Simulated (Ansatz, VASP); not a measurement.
**Hf2S2N (Hf2NS2 MXene, 1 layer) in two plane-wave programs**

One calculation is typed for both programs; each brings its own data sets. How far apart do they land? Of the first pair: The structure shown is the start of the Ansatz relaxation below; VASP solves that cell, so the two are compared at the walk's first step.

Main program and level: Ansatz 0.2.0; plane waves, with VASP 6.6.1 beside it; single point at PBE.

### Step 1. Set-up

The cell holds 5 atoms: 2 S, 2 Hf and 1 N. Cell: a = 3.217 Å, b = 3.218 Å, c = 22.248 Å, α = 90.0°, β = 90.0°, γ = 120.0°. Vacuum lies along c.

### Step 2. Ansatz: relaxation, PBE

Ansatz runs on its default PAW (the set named soft_2) files.

The two programs are compared at the cell with which this relaxation starts, whose forces are those of its first step.

The input, input.yaml:

```yaml
crystal:
  lattice:
    - [3.2175, 0.0, 0.0]
    - [-1.60875, 2.7864367367, 0.0]
    - [0.0, 0.0, 22.2484494502]
  atoms:
    - { symbol: S, position: [0.3333333333, 0.6666666667, 0.3595756198] }
    - { symbol: Hf, position: [0.6666666667, 0.3333333333, 0.4429380559] }
    - { symbol: "N", position: [0.0, 0.0, 0.5] }
    - { symbol: Hf, position: [0.3333333333, 0.6666666667, 0.5570619441] }
    - { symbol: S, position: [0.6666666667, 0.3333333333, 0.6404243802] }
kpoints:
  mp_grid: { grid: [12, 12, 1] }
hamiltonian:
  xc: pbe
scf:
  occupations: { method: fermi_dirac, width: 0.05 }
  convergence: { dr2_threshold: 1.0e-08 }
efield:
  axis: 3
  dipole_correction: true
  ramp_position: 0.97
  ramp_width: 0.04
relax:
  f_tol: 0.01
  cell: { fix: [c, alpha, beta] }
output:
  write_potential: true
  write_density: true
  volumetric_format: npy
```

Launch:

```bash
$ ansatz run input.yaml --threads 4 --pin off --max-ram 8192MiB --backend cpu --events-out ev --progress --plain --runs-dir out
```

Numbers of over 12 decimals in the logs are rounded to 6 here.

Log:

```text
Warning: relax.cell: scf.convergence.dr2_threshold = 1e-8 eV is looser than the 5e-10 eV advised for a relaxation that steers and ends on the stress (1e-10 eV for each atom of the cell: 5). What an SCF threshold leaves in a stress goes as its square root, and in the free energy as the threshold itself, and one threshold admits the most on a small cell: [figures from the program's tests cut] Set scf.convergence.dr2_threshold to 5e-10 eV or tighter. The threshold is an SCF's pass mark: one that does not reach it within its budget of iterations ends unconverged, or closes short of it on a stop that the run arms, and scf.convergence.dr2_threshold's page says what that costs each kind of run
Engine: ansatz 0.2.0, aarch64-unknown-linux-gnu
Pseudopotentials: kind: paw
Pseudopotential: S, paw, valence charge 6, recommended cutoff 420 eV (normal), S.paw.azcp
Pseudopotential: Hf, paw, valence charge 26, recommended cutoff 420 eV (normal), Hf.paw.azcp
Pseudopotential: N, paw, valence charge 5, recommended cutoff 420 eV (normal), N.paw.azcp
Functional definition: PBE
  parameter kappa = 0.804
  parameter beta = 0.066725
  exchange = pbe_x(kappa = kappa, mu = beta*pi^2/3)
  correlation = pbe_c(beta = beta)
Crystal: 5 atoms, lattice volume = 199.465 Å³
Basis set: ecut = 420 eV, 3975 PW (Γ), exchange–correlation on 48×48×300 points (8 copies of the dense FFT grid, shifted against one another)
Bands: 42, of which v1, the nominal top of the filled ones, is band 35 counted from 1 (34 counted from 0)
Symmetry: 6 space group operations
k-points: 19 of 144 (time reversal used)
Non-local potential: S, projectors of the file, l = 0: 2, l = 1: 2, l = 2: 2
Non-local potential: Hf, projectors of the file, l = 0: 3, l = 1: 2, l = 2: 2, l = 3: 3
Non-local potential: N, projectors of the file, l = 0: 2, l = 1: 2, l = 2: 1
PAW form: soft (Blöchl's): semilocal exchange-correlation on the pseudo side does not see the compensation charge
PAW one-centre angular grid: S, 110 points (default); XC on 64 Gauss nodes
PAW one-centre angular grid: Hf, 590 points (default); XC on 64 Gauss nodes
PAW one-centre angular grid: N, 110 points (default); XC on 64 Gauss nodes
Initial density: superposition of atomic densities (neutral atoms: chi_scale 0, normalization atom), corrected by the library's trained network
Initial wavefunctions: pseudopotential atomic-orbital guess
Functional: x = pbe(κ = 0.804, μ = 0.219515), c = pbe(β = 0.066725)
SCF iter   1: F=—  HF=-33637.442985 eV  |F-HF|=—  |Δ(HF+E_count)|=         —  Δρ=3.83e-3  dr2=1.94e-1  ethr=1.77e-3  p=0.000 e·Å  D=4.24e-4 V/Å  ΔV_dip=-0.01 eV  dr2_dipole=3.76e-6  V_vac-E_F(+/−)=5.81/5.82 eV  ⟨swp⟩=8.0  Hψ=3560  notcnv=0  defer=2
efield: sawtooth ramp at fractional position 0.9700 (set: `efield.ramp_position`, or a place that a band, a saddle search or an elastic batch's reference lends), width 0.0400; the density the first Hamiltonian is built on has a dipole p = 0.000 e·Å; the dipole correction subtracts the counter field D = 4.24e-4 V/Å, which shifts the + side's vacuum level by -0.01 eV against the − side's; the planar-averaged density in the ramp window peaks in size at 6.1e-5 e/Å³
preconditioner: auto → LDOS  [metal: Δε(μ)=0.093 eV  Ē_g=16.564 eV  σ=0.050 eV  W_gap=0.38  n_scr=34 (ndim 8)  ℏωp=21.2 eV  f_vac=0.584  D(μ)=1.94/eV (n_scr^D=8)  β→1.0]
SCF iter   2: F=—  HF=-33637.435377 eV  |F-HF|=—  |Δ(HF+E_count)|=   7.61e-3  Δρ=2.25e-3  dr2=2.68e-2  ethr=2.81e-4  p=0.000 e·Å  D=2.48e-5 V/Å  ΔV_dip=-0.00 eV  dr2_dipole=1.81e-6  V_vac-E_F(+/−)=5.92/5.92 eV  ⟨swp⟩=3.5  Hψ=1325  notcnv=0  defer=45
SCF iter   3: F=—  HF=-33637.433045 eV  |F-HF|=—  |Δ(HF+E_count)|=   2.33e-3  Δρ=4.93e-4  dr2=8.36e-4  ethr=3.88e-5  p=0.000 e·Å  D=5.13e-5 V/Å  ΔV_dip=-0.00 eV  dr2_dipole=9.66e-7  V_vac-E_F(+/−)=5.90/5.90 eV  ⟨swp⟩=2.0  Hψ=1438  notcnv=0  defer=45
SCF iter   4: F=—  HF=-33637.432952 eV  |F-HF|=—  |Δ(HF+E_count)|=   9.22e-5  Δρ=1.78e-4  dr2=7.30e-5  ethr=1.21e-6  p=0.000 e·Å  D=1.33e-5 V/Å  ΔV_dip=-0.00 eV  dr2_dipole=1.11e-7  V_vac-E_F(+/−)=5.90/5.90 eV  ⟨swp⟩=3.0  Hψ=1570  notcnv=0  defer=45
SCF iter   5: F=—  HF=-33637.432970 eV  |F-HF|=—  |Δ(HF+E_count)|=   1.78e-5  Δρ=4.69e-5  dr2=8.25e-6  ethr=1.06e-7  p=0.000 e·Å  D=5.73e-6 V/Å  ΔV_dip=-0.00 eV  dr2_dipole=1.88e-8  V_vac-E_F(+/−)=5.90/5.90 eV  ⟨swp⟩=3.0  Hψ=1726  notcnv=0  defer=45
SCF iter   6: F=—  HF=-33637.432866 eV  |F-HF|=—  |Δ(HF+E_count)|=   1.05e-4  Δρ=1.89e-5  dr2=6.77e-7  ethr=1.20e-8  p=0.000 e·Å  D=3.10e-6 V/Å  ΔV_dip=-0.00 eV  dr2_dipole=3.93e-9  V_vac-E_F(+/−)=5.90/5.90 eV  ⟨swp⟩=2.8  Hψ=1652  notcnv=0  defer=45
[...]
efield: sawtooth ramp at fractional position 0.9700 (set: `efield.ramp_position`, or a place that a band, a saddle search or an elastic batch's reference lends), width 0.0400; the density the first Hamiltonian is built on has a dipole p = 0.000 e·Å; the dipole correction subtracts the counter field D = 3.39e-7 V/Å, which shifts the + side's vacuum level by -0.00 eV against the − side's; the planar-averaged density in the ramp window peaks in size at 1.9e-8 e/Å³
eigensolver tolerance schedule: the retry pair's looser diagonalisation over-reported the residual by 37600.57 of it (diagonalisation noise at an unbounded share of the residual, at the tolerance the schedule requests for it); recorded, not acted on — ethr = c·dr2/N_el stays at c = 1.0e-1
SCF iter   2: F=—  HF=-33638.539105 eV  |F-HF|=—  |Δ(HF+E_count)|=   1.48e-4  Δρ=7.03e-6  dr2=1.27e-7  ethr=6.53e-11  p=0.000 e·Å  D=2.22e-7 V/Å  ΔV_dip=-0.00 eV  dr2_dipole=5.07e-12  V_vac-E_F(+/−)=5.53/5.53 eV  ⟨swp⟩=4.9  Hψ=2813  notcnv=0
SCF iter   3: F=—  HF=-33638.539105 eV  |F-HF|=—  |Δ(HF+E_count)|=   3.44e-8  Δρ=2.97e-6  dr2=1.61e-8  ethr=6.53e-11  p=0.000 e·Å  D=2.13e-7 V/Å  ΔV_dip=-0.00 eV  dr2_dipole=1.47e-12  V_vac-E_F(+/−)=5.53/5.53 eV  ⟨swp⟩=2.0  Hψ=1455  notcnv=0
SCF iter   4: F=-33638.539105 eV  HF=-33638.539105 eV  |F-HF|=1.09e-9  |Δ(HF+E_count)|=   7.25e-9  Δρ=1.73e-6  dr2=7.28e-9  ethr=1.45e-11  p=0.000 e·Å  D=2.19e-7 V/Å  ΔV_dip=-0.00 eV  dr2_dipole=5.19e-13  V_vac-E_F(+/−)=5.53/5.53 eV  ⟨swp⟩=12.2  Hψ=6235  notcnv=0
SCF 9 converged in 4 iterations: F = -33638.539105 eV  dr2 = 7.28e-9
relax step   9: F+E_penalty+E_count = -33638.53910540 eV  Δ(F+E_penalty+E_count) = -1.303e-4 eV  max|allowed force component| = 2.453e-4 eV/Å  Δτ_max = 0.0000 Å  P = +0.002 GPa  Ω = 224.209 Å³  fix = [c, alpha, beta]  reactions: c +0.001 GPa  stress off target by 3.09e-3 GPa on what of the cell is left free  SCF on the basis re-selected at this cell (its energy is not comparable with the rows above)  (4 SCF iters)
basis re-selected at this cell: Δ(F+E_penalty+E_count) = -1.303e-4 eV, ΔP = +0.000 GPa vs the last step (what re-selecting the basis moved, of the pressure what is left beyond the Pulay correction that the steps carried, after the strain that the cell walked since its last selection, with what the two solves' SCF thresholds leave and, on support functions, any second-order correction that the steps lacked; it is no m [...]
WARN: The input density's exchange-correlation potential varies sharply where the density is thin. Do not read a vacuum level from v_tot or v_xc, or from such a field of the output density. On a cell that repeats whose density bears no net charge and no dipole along the vacuum's axis use v_es (v_loc + v_h of the components); under efield.dipole_correction with no amplitude use v_es + v_field, which holds any external [...]
SCF converged after 4 iterations
Free energy (F): -33638.539105 eV
Harris-Foulkes:  -33638.539105 eV  (|F-HF|=1.09e-9)
Internal energy: -33638.524379 eV  (E = F + TS)
E sigma→0 (E₀):  -33638.531742 eV
Entropy (-TS):   -0.014726 eV (-2.945 meV/atom)
Fermi energy:    2.000924 eV
Dipole field:    D = 0.000001 V/Å  (p = 0.000001 e·Å, saw-weighted, corrected)
Work function:   Φ+ = 5.5333 eV   Φ− = 5.5334 eV
Levels:          The Fermi level and band energies are counted from a zero that moves with the ramp; work functions are not
--- Per-component energies (eV) ---
  E_band       = -981.439425
  E_kinetic    = 1188.353082
  E_local      = -97575.710086  (includes V_loc(G=0)·N_el)
  E_nonlocal   = -2385.444579
  E_hartree    = 47877.974162
  E_xc         = -855.158999
  E_vxc        = -784.818530  (∫ρ·V_xc dr)
  E_paw        = -15181.618355  (= ΣΔE_a)
  E_vpaw       = 2820.253458  (= ΣTr[D̂ρ^β])
  E_aug_tail   = 0.000092  (compensation charges beyond the density's cutoff)
  E_efield     = 0.000000  (sawtooth field / dipole correction)
  E_vefield    = -0.000017  (∫n·V_field dr)
  E_ewald      = 33293.080304
  E_smearing   = -0.014726  (= −TS)
  E_closure    = 0.000000  (closes the sum)
  Σ components = -33638.539105   (vs F -33638.539105, Δ=0.00e0)
--- Forces (eV/Å), atoms counted from 1 ---
  atom   1  S     -0.00000000    -0.00000000    -0.00024448
  atom   2  Hf    -0.00000000     0.00000000     0.00017902
  atom   3  N      0.00000000     0.00000000     0.00000073
  atom   4  Hf     0.00000000    -0.00000000    -0.00018054
  atom   5  S      0.00000000     0.00000000     0.00024533
  max |Σ_I F_I| component: 6.49e-8 eV/Å
--- Stress (GPa, compression-positive) ---
        0.003090       0.000000       0.000000
        0.000000       0.003090      -0.000000
        0.000000       0.000000       0.000687
  P = ⅓ Tr σ = 0.0023 GPa (0.023 kbar)
--- Band table (eV; the first three rows and the last of 19) ---
  k-point 0: bands = [... 31 lower, 0.0598, 1.1568, 1.1568, 2.6130, 2.6130, 2.9217, 3.9875, 4.6162, ... 3 higher]
  k-point 1: bands = [... 31 lower, 0.4258, 0.5271, 0.8989, 2.4729, 2.9110, 3.1350, 4.2175, 4.5204, ... 3 higher]
  k-point 2: bands = [... 31 lower, 0.0030, 0.3527, 0.5264, 1.9637, 3.4251, 3.5544, 4.3163, 4.8594, ... 3 higher]
  k-point 18: bands = [... 31 lower, -1.3637, -0.9351, -0.9351, 3.4718, 3.4718, 4.0846, 5.7834, 5.7834, ... 3 higher]
--- Relaxed structure (7 steps of the walk, 7 accepted, 2 SCFs on fresh bases) ---
  F+E_penalty+E_count = -33638.53910540 eV   max|allowed force component| = 2.453e-4 eV/Å   (the final SCF, on the basis selected at the relaxed cell)
  cell:  # Å, volume = 224.2094 Å³
    - [3.411236, 0.0, 0]
    - [-1.705618, 2.954217, 0]
    - [0, 0, 22.2484494502]
  atoms:
    - { symbol: S, position: [0.333333, 0.666667, 0.372574] }
    - { symbol: Hf, position: [0.666667, 0.333333, 0.442466] }
    - { symbol: N, position: [0, 0, 0.500000] }
    - { symbol: Hf, position: [0.333333, 0.666667, 0.557534] }
    - { symbol: S, position: [0.666667, 0.333333, 0.627426] }
```

Reading the cycles: dr2 is the Hartree energy of the density residual (eV), the measure of convergence; HF is the Harris–Foulkes estimate of the energy, which meets the free energy F at convergence.

### Step 3. VASP: single point, PBE, start cell, pair 1

The same cell, functional, mesh and smearing now go to VASP, with its own data sets.

Lines of VASP's logs that name or quote its potential files are left out, and so is its time.

The input, INCAR:

```
SYSTEM = Hf2S2N
PREC = Accurate
ENCUT = 520
EDIFF = 1E-06
NELM = 120
ISMEAR = -1
SIGMA = 0.05
LREAL = .FALSE.
ALGO = Normal
GGA = PE
NBANDS = 24
LASPH = .TRUE.
LORBIT = 11
LWAVE = .FALSE.
LCHARG = .FALSE.
ISIF = 2
LDIPOL = .TRUE.
IDIPOL = 3
DIPOL = 0.5 0.5 0.5
LVHAR = .TRUE.
GGA_COMPAT = .FALSE.
NELMDL = -8
KPAR = 2
```

The input, POSCAR:

```
Hf2S2N
1.0
    3.2175000000      0.0000000000      0.0000000000
   -1.6087500000      2.7864370000      0.0000000000
    0.0000000000      0.0000000000     22.2484490000
S Hf N
2 2 1
Direct
    0.3333333333      0.6666666667      0.3595756270
    0.6666666667      0.3333333333      0.6404243730
    0.6666666667      0.3333333333      0.4429380448
    0.3333333333      0.6666666667      0.5570619552
    0.0000000000      0.0000000000      0.5000000000
```

The input, KPOINTS:

```
Automatic mesh
0
Gamma
12 12 1
0 0 0
```

Potentials, in the order of the species: S, Hf_pv and N (PBE family, release 64).

Launch:

```bash
$ mpirun -np 2 vasp_std
```

Log:

```text
[banner, memory and clock lines left out]
running    2 mpi-ranks, on    1 nodes
 distrk:  each k-point on    1 cores,    2 groups
 distr:  one band on    1 cores,    1 groups

 POSCAR found type information on POSCAR S HfN
 POSCAR found :  3 types and       5 ions
 LDA part: xc-table for (Slater+PW92), standard interpolation
 POSCAR, INCAR and KPOINTS ok, starting setup
 FFT: planning ... GRIDC
 FFT: planning ... GRID_SOFT
 FFT: planning ... GRID
 WAVECAR not read
 entering main loop
       N       E                     dE             d eps       ncg     rms          rms(c)
DAV:   1     0.223829407863E+03    0.22383E+03   -0.18477E+04  1080   0.127E+03
DAV:   2    -0.251330457349E+02   -0.24896E+03   -0.24429E+03  1176   0.288E+02
DAV:   3    -0.468233227344E+02   -0.21690E+02   -0.21410E+02  1208   0.755E+01
DAV:   4    -0.474091220002E+02   -0.58580E+00   -0.58367E+00  1200   0.139E+01
DAV:   5    -0.474306695281E+02   -0.21548E-01   -0.21532E-01  1280   0.237E+00
DAV:   6    -0.474315558200E+02   -0.88629E-03   -0.88621E-03  1288   0.501E-01
DAV:   7    -0.474315803695E+02   -0.24549E-04   -0.24549E-04  1320   0.746E-02
DAV:   8    -0.474315813860E+02   -0.10165E-05   -0.10165E-05  1120   0.145E-02    0.711E+01
DAV:   9    -0.434806920763E+02    0.39509E+01   -0.20496E+01  1112   0.211E+01    0.552E+01
DAV:  10    -0.439274461954E+02   -0.44675E+00   -0.82647E+00  1104   0.132E+01    0.105E+01
DAV:  11    -0.432442414725E+02    0.68320E+00   -0.51444E+00  1120   0.836E+00    0.382E+00
DAV:  12    -0.432185473004E+02    0.25694E-01   -0.35555E-01  1216   0.276E+00    0.350E+00
DAV:  13    -0.432155360314E+02    0.30113E-02   -0.28309E-02  1192   0.923E-01    0.867E-01
DAV:  14    -0.432142498673E+02    0.12862E-02   -0.84993E-03  1248   0.441E-01    0.812E-01
[...]
DAV:  21    -0.432143088257E+02   -0.34718E-04   -0.18741E-06   952   0.634E-03    0.537E-03
DAV:  22    -0.432143230740E+02   -0.14248E-04   -0.26102E-06  1008   0.462E-03    0.475E-03
DAV:  23    -0.432143324815E+02   -0.94075E-05   -0.35985E-07   896   0.246E-03    0.173E-03
DAV:  24    -0.432143524919E+02   -0.20010E-04   -0.81836E-07   928   0.212E-03    0.194E-03
DAV:  25    -0.432143589870E+02   -0.64951E-05   -0.17499E-07   888   0.135E-03    0.182E-03
DAV:  26    -0.432143653263E+02   -0.63392E-05   -0.26884E-07   896   0.136E-03    0.284E-04
DAV:  27    -0.432143663552E+02   -0.10290E-05   -0.47457E-08   880   0.689E-04    0.449E-04
DAV:  28    -0.432143666353E+02   -0.28010E-06   -0.11994E-08   840   0.334E-04
   1 F= -.43214367E+02 E0= -.43204477E+02  d E =-.197787E-01
```

From OUTCAR (step 3):

```text
ion  position               nearest neighbor table
   1  0.333  0.667  0.360-   3 2.62   3 2.62   3 2.62
   2  0.667  0.333  0.640-   4 2.62   4 2.62   4 2.62
   3  0.667  0.333  0.443-   5 2.25   5 2.25   5 2.25   1 2.62   1 2.62   1 2.62   4 3.15   4 3.15
                             4 3.15
   4  0.333  0.667  0.557-   5 2.25   5 2.25   5 2.25   2 2.62   2 2.62   2 2.62   3 3.15   3 3.15
                             3 3.15
   5  0.000  0.000  0.500-   3 2.25   4 2.25   3 2.25   4 2.25   3 2.25   4 2.25

  LATTYP: Found a hexagonal cell.
 ALAT       =     3.2175000000
 C/A-ratio  =     6.9148248640

 Subroutine GETGRP returns: Found 12 space group operations
 (whereof 12 operations were pure point group operations)

The static configuration has the point symmetry D_3d.

 Found     19 irreducible k-points:

   k-points           NKPTS =     19   k-points in BZ     NKDIM =     19   number of bands    NBANDS=     24

   dimension x,y,z NGX =    24 NGY =   24 NGZ =  168
   dimension x,y,z NGXF=    48 NGYF=   48 NGZF=  336

   ENCUT  =  520.0 eV  38.22 Ry    6.18 a.u.   5.98  5.98 41.37*2*pi/ulx,y,z

   NELECT =      37.0000    total number of electrons

 k-points in reciprocal lattice and weights: Automatic mesh
   0.00000000  0.00000000  0.00000000       0.007
   0.08333333 -0.00000000  0.00000000       0.042
   0.16666667  0.00000000  0.00000000       0.042
   0.25000000 -0.00000000  0.00000000       0.042
   0.33333333 -0.00000000  0.00000000       0.042
   0.41666667 -0.00000000  0.00000000       0.042
   0.50000000 -0.00000000  0.00000000       0.021
   0.08333333  0.08333333  0.00000000       0.042
   0.16666667  0.08333333  0.00000000       0.083
[...]
0.33333333  0.25000000  0.00000000       0.083
   0.33333333  0.33333333  0.00000000       0.014

 dipolmoment           0.000000      0.000000     -0.000000 electrons x Angstroem

 average (electrostatic) potential at core
       1 -92.0282       2 -92.0282       3 -43.5710       4 -43.5710       5 -70.9404

 E-fermi :  -1.2124

 k-point     1 :       0.0000    0.0000    0.0000
  band No.  band energies     occupation
    ...
     12      -6.0793      2.00000
     13      -5.0549      2.00000
     14      -3.6416      2.00000
     15      -1.4117      1.96352
     16      -1.4117      1.96352
     17      -0.7271      0.00012
     18      -0.5271      0.00000
     19      -0.5271      0.00000
     20       0.0383      0.00000
     21       0.0383      0.00000
    ...

 k-point     2 :       0.0833   -0.0000    0.0000
  band No.  band energies     occupation
    ...
     13      -4.7581      2.00000
     14      -3.7690      2.00000
     15      -1.8038      1.99999
     16      -1.3957      1.95010
     17      -1.2959      1.68308
     18      -0.8765      0.00242
     19      -0.6665      0.00004
     20      -0.0156      0.00000
     21       0.3434      0.00000
     22       1.2274      0.00000
    ...

 k-point     3 :       0.1667    0.0000    0.0000
  band No.  band energies     occupation
    ...
     15      -2.6443      2.00000
     16      -2.3532      2.00000
     17      -1.5005      1.99374
     18      -1.2208      1.08407
     19      -1.1756      0.64808
     20       0.0823      0.00000
     21       0.7825      0.00000
     22       1.3285      0.00000
     23       1.6367      0.00000
     24       2.6867      0.00000

  Total        5.5608887      5.5608897     -8.0292606      0.0000000      0.0000000      0.0000000
  in kB       44.6670487     44.6670571    -64.4938960      0.0000000      0.0000000      0.0000000
  external PRESSURE =       8.2800699 kB  Pullay stress =       0.0000000 kB

  energy-cutoff  :      520.00
  volume of cell :      199.47
      direct lattice vectors                 reciprocal lattice vectors
     3.217500000  0.000000000  0.000000000     0.310800311  0.179440626  0.000000000
    -1.608750000  2.786437000  0.000000000     0.000000000  0.358881252  0.000000000
     0.000000000  0.000000000 22.248449000     0.000000000  0.000000000  0.044946953

 POSITION                                       TOTAL-FORCE (eV/Angst)
 -----------------------------------------------------------------------------------
     -0.00000      1.85762      8.00000        -0.000000     -0.000000      2.256103
      1.60875      0.92881     14.24845         0.000000      0.000000     -2.256103
      1.60875      0.92881      9.85468        -0.000000      0.000000     -2.403757
     -0.00000      1.85762     12.39376         0.000000      0.000000      2.403757
      0.00000      0.00000     11.12422         0.000000      0.000000      0.000000
 -----------------------------------------------------------------------------------
    total drift:                                0.000000      0.000000     -0.000000

  FREE ENERGIE OF THE ION-ELECTRON SYSTEM (eV)
  ---------------------------------------------------
  free  energy   TOTEN  =       -43.2143666353 eV

  energy  without entropy=      -43.1945879512  energy(sigma->0) =      -43.20447729

 vacuum level on the upper side and lower side of the slab         4.685         4.685

 total charge
# of ion       s       p       d       tot
------------------------------------------
    1        1.367   2.311   0.000   3.678
    2        1.367   2.311   0.000   3.678
    3        0.301   6.548   1.681   8.530
    4        0.301   6.548   1.681   8.530
    5        1.244   2.495   0.000   3.738
--------------------------------------------------
tot          4.580  20.213   3.362  28.154

[... 3 further parts left out ...]
```

(Part 1 of 2 ends here.)

[Lines on the potential files, build, host, timing and source positions are cut from VASP's logs without a mark.]

[Logs are printed without paths, hosts, clocks, repeated set-up lines and the standing remarks that a program may print on its own settings, such as how far it seeks lower states.]

[Hosts, paths, dates, database ids (printed as entryN), source tags and the programs' standing remarks are cut or masked in the printed files.]
